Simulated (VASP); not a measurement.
Wanted: the native input for a VASP 6.6.1 run.

```yaml
Task: relaxation of the atoms
Functional: PBEsol
Potentials_or_basis: VASP PAW PBE potentials, release 64 (Cu, Ge_d)
Cutoff: 350 eV
k_mesh: 2 × 2 × 2
Occupations: gaussian, width 0.03 eV
Spin: collinear spin, ferromagnetic start
Starting_moments: "[3.0, 0.0, 0.0, 0.0, 0.0, 0.0, 0.0, 0.0, 0.0, 0.0, 0.0, 0.0, 0.0, 0.0, 0.0, 0.0, 0.0, 0.0, 0.0, 0.0, 0.0, 0.0, 0.0, 0.0] μB"
Hubbard_terms: Cu d U = 5 eV
Dq: 0
Further_INCAR_settings: LREAL = Auto; ALGO = Normal; EDIFF = 1e-05; IBRION = 2; EDIFFG = -0.03; NSW = 40
```

The structure of CuGe23 (a cell with a defect) lies in POSCAR:

```
CuGe23
1.0
    0.0000000000      8.4863100000      8.4863100000
    5.6575400000      0.0000000000      5.6575400000
    5.6575400000      5.6575400000      0.0000000000
Cu Ge
1 23
Direct
    0.0000000000      0.0000000000      0.0000000000
    0.0000000000      0.0000000000      0.5000000000
    0.0000000000      0.5000000000      0.0000000000
    0.0000000000      0.5000000000      0.5000000000
    0.3333330000      0.0000000000      0.0000000000
    0.3333330000      0.0000000000      0.5000000000
    0.3333330000      0.5000000000      0.0000000000
    0.3333330000      0.5000000000      0.5000000000
    0.6666670000      0.0000000000      0.0000000000
    0.6666670000      0.0000000000      0.5000000000
    0.6666670000      0.5000000000      0.0000000000
    0.6666670000      0.5000000000      0.5000000000
    0.0833333333      0.1250000000      0.1250000000
    0.0833333333      0.1250000000      0.6250000000
    0.0833333333      0.6250000000      0.1250000000
    0.0833333333      0.6250000000      0.6250000000
    0.4166663333      0.1250000000      0.1250000000
    0.4166663333      0.1250000000      0.6250000000
    0.4166663333      0.6250000000      0.1250000000
    0.4166663333      0.6250000000      0.6250000000
    0.7500003333      0.1250000000      0.1250000000
    0.7500003333      0.1250000000      0.6250000000
    0.7500003333      0.6250000000      0.1250000000
    0.7500003333      0.6250000000      0.6250000000
```

These files were run (other wordings do the same):

INCAR

```
  ALGO = Normal
  EDIFF = 1E-5
  EDIFFG = -0.03
  ENCUT = 350
  GGA = PS
  IBRION = 2
  ISIF = 2
  ISMEAR = 0
  ISPIN = 2
  KPAR = 2
  LASPH = T
  LCHARG = F
  LDAU = T
  LDAUJ = 0 0
  LDAUL = 2 -1
  LDAUPRINT = 1
  LDAUTYPE = 2
  LDAUU = 5 0
  LMAXMIX = 4
  LORBIT = 11
  LREAL = Auto
  LWAVE = F
  MAGMOM = 3 0 0 0 0 0 0 0 0 0 0 0 0 0 0 0 0 0 0 0 0 0 0 0
  NELM = 120
  NSW = 40
  PREC = Accurate
  SIGMA = 0.03
```

KPOINTS

```
k-points
0
Gamma
  2 2 2
```

Potentials or basis: VASP PAW PBE potentials, release 64 (Cu, Ge_d).

Run with:

```sh
$ cat potpaw_PBE.64/Cu/POTCAR potpaw_PBE.64/Ge_d/POTCAR > POTCAR
$ mpirun -np 4 vasp_std > vasp.out
```

It gave:

```json
{
  "Energy gained by relaxing": "5.2 meV/atom",
  "Ionic steps": "9",
  "Largest force after relaxing": "0.027 eV/Å",
  "Band gap on the k mesh": "none (metal or under the smearing width)",
  "Net moment": "0.05 μB per cell",
  "Valence electrons inside the program's atomic spheres": "Cu 10.15; Ge 12.38, 12.41, 12.40, 12.34"
}
```

Caveat: the k mesh is coarse (spacing up to 0.48 Å⁻¹), so the values aren't converged; the PAW data sets were made with another functional, which shifts forces and pressure a little; the U is typed as a test and isn't derived for this compound.

It took 41 min on 4 MPI ranks on Intel(R) Xeon(R) Platinum 8259CL CPU @ 2.50GHz (Skylake/Cascade Lake) (shared host), peak memory 0.58 GiB a rank.
